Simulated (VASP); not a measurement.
GeCN2 under changes of volume

One of the cells (13.990 Å³/atom); the others are scaled copies at fixed shape and fractional positions:

```
Ge N C
1.0
     1.80567    1.04250    4.95455
    -1.80567    1.04250    4.95455
     0.00000   -2.08501    4.95455
Ge N C
1 2 1
Direct
  0.00000 0.00000 0.00000
  0.58390 0.58390 0.58390
  0.41610 0.41610 0.41610
  0.50000 0.50000 0.50000
```

The cell comes from a database or a generator and needn't be the stable form of this composition.

```yaml
Program: VASP 6.6.1
Functional: PBEsol
Potentials_or_basis: VASP PAW PBE potentials, release 64 (Ge_d, N, C)
Cutoff: 520 eV
k_mesh: 9 × 9 × 9
Occupations: fermi-dirac, width 0.05 eV
Spin: no spin polarisation
```

```csv
volume (Å³/atom),energy over the lowest point (meV/atom),pressure (GPa),gap on the mesh (eV),largest force (eV/Å)
12.893,?,?,?,?
13.167,2.01,2.5,0.90,1.436
13.441,0.00,-0.4,0.95,0.790
13.990,9.91,-5.5,1.05,0.370
14.264,20.97,-7.7,1.09,0.893
14.538,35.59,-9.7,1.13,1.379
```

Problem. What does the run at 12.893 Å³/atom give?

Solution. Energy over the lowest point 9.32 meV/atom; pressure 5.8 GPa; gap on the mesh 0.84 eV; largest force 2.128 eV/Å.

Worked out: A Birch-Murnaghan fit of order 3 (a polynomial in V^(-2/3)) to the other rows has its minimum at 13.42 Å³/atom with B0 = V·E''(V) = 138 GPa and B' = 3.8 at fixed shape and positions, which overstates the stiffness. It gives 9.30 meV/atom at 12.893 Å³/atom, against the run's 9.32, and -dE/dV = 5.9 GPa, against 5.8. A straight line through the other rows of the gap, of slope 2.34 eV per unit of ln V, extrapolates to 0.85 eV, against the run's 0.84.

Energies are extrapolated to zero smearing.

Caveats: the PAW data sets were made with another functional, which shifts forces and pressure a little; an odd mesh through Γ misses points on the zone boundary, where band edges often lie; the standard files for N, O and F lose accuracy on very short bonds (some runs). Spin-orbit coupling on Ge is left out.
